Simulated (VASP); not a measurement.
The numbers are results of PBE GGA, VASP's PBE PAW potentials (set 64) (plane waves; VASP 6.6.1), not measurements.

The input files of a VASP run:

INCAR:
```
SYSTEM = NbAl
PREC = Accurate
ENCUT = 400
EDIFF = 1E-7
NELM = 100
ALGO = Normal
LREAL = .FALSE.
LASPH = .TRUE.
ISMEAR = 0
SIGMA = 0.05
GGA = PE
LMAXMIX = 4
LWAVE = .FALSE.
LCHARG = .FALSE.
LORBIT = 11
ICHARG = 11
```

### POSCAR
```
NbAl
1
   -0.0000000000     2.6398696672     2.6398696672
    2.6398696672     0.0000000000     2.6398696672
    2.6398696672     2.6398696672     0.0000000000
Nb Al
1 1
Direct
  0.0000000000   0.0000000000   0.0000000000
  0.5000000000   0.5000000000   0.5000000000
```

**KPOINTS**
```
k-points along high-symmetry lines
15
Line-mode
Reciprocal
  0.000000   0.000000   0.000000 ! GAMMA
  0.500000   0.000000   0.500000 ! X

  0.500000   0.000000   0.500000 ! X
  0.625000   0.250000   0.625000 ! U

  0.375000   0.375000   0.750000 ! K
  0.000000   0.000000   0.000000 ! GAMMA

  0.000000   0.000000   0.000000 ! GAMMA
  0.500000   0.500000   0.500000 ! L

  0.500000   0.500000   0.500000 ! L
  0.500000   0.250000   0.750000 ! W

  0.500000   0.250000   0.750000 ! W
  0.500000   0.000000   0.500000 ! X
```

POTCAR, in this order: Nb_sv Al (PBE.64 set). Program: vasp_std. Read from the step before: CHGCAR.

What VASP printed:

OSZICAR:
```
       N       E                     dE             d eps       ncg     rms          rms(c)
DAV:   1     0.985154689861E+02    0.98515E+02   -0.73704E+03  2168   0.105E+03
DAV:   2    -0.695219987121E+01   -0.10547E+03   -0.10059E+03  2648   0.348E+02
DAV:   3    -0.123172656114E+02   -0.53651E+01   -0.50764E+01  3348   0.603E+01
DAV:   4    -0.125679675333E+02   -0.25070E+00   -0.24854E+00  2996   0.138E+01
DAV:   5    -0.125805161383E+02   -0.12549E-01   -0.12534E-01  3376   0.254E+00
DAV:   6    -0.125807020278E+02   -0.18589E-03   -0.18585E-03  2932   0.305E-01
DAV:   7    -0.125807064575E+02   -0.44297E-05   -0.44292E-05  3400   0.425E-02
DAV:   8    -0.125807065416E+02   -0.84105E-07   -0.84462E-07  2772   0.538E-03
   1 F= -.12580707E+02 E0= -.12578395E+02  d E =-.462247E-02
```

### OUTCAR
```
 val. band max:        8.5818347097   @ k =   0.5804   0.1607   0.5804

 cond. band min:       8.5900204464   @ k =   0.0357   0.0000   0.0357



 k-point     1 :       0.0000    0.0000    0.0000
  band No.  band energies     occupation
      1     -46.2237      2.00000
      2     -22.2584      2.00000
      3     -22.2584      2.00000
      4     -22.2584      2.00000
      5       0.4514      2.00000
      6       8.0405      2.00000
      7       8.0405      2.00000
      8       8.0405      2.00000
      9       8.5796      1.07520
     10       8.5796      1.07513
     11      13.9822      0.00000
     12      13.9822      0.00000

 k-point     2 :       0.0357    0.0000    0.0357
  band No.  band energies     occupation
      1     -46.2235      2.00000
      2     -22.2603      2.00000
      3     -22.2591      2.00000
      4     -22.2591      2.00000
      5       0.4839      2.00000
      6       8.0104      2.00000
      7       8.0510      2.00000
      8       8.0510      2.00000
      9       8.5143      1.94771
     10       8.5900      0.84153
     11      13.9983      0.00000
     12      14.0039      0.00000

 k-point     3 :       0.0714    0.0000    0.0714
  band No.  band energies     occupation
      1     -46.2230      2.00000
      2     -22.2658      2.00000
      3     -22.2612      2.00000
      4     -22.2612      2.00000
      5       0.5808      2.00000
      6       7.9234      2.00000
      7       8.0832      2.00000
      8       8.0832      2.00000
      9       8.3305      2.00000
     10       8.6208      0.28470
     11      14.0415      0.00000
     12      14.0502      0.00000

 k-point     4 :       0.1071    0.0000    0.1071
  band No.  band energies     occupation
      1     -46.2221      2.00000
      2     -22.2746      2.00000
      3     -22.2644      2.00000
      4     -22.2644      2.00000
      5       0.7396      2.00000
      6       7.7887      2.00000
      7       8.0557      2.00000
...
```

The density is held fixed in this step, so its total energy and stress have no physical meaning.

The structure was generated: NbAl was put into the rock salt type (Fm-3m), which need not be its known phase. It was relaxed first, which changed the volume by -37 %.
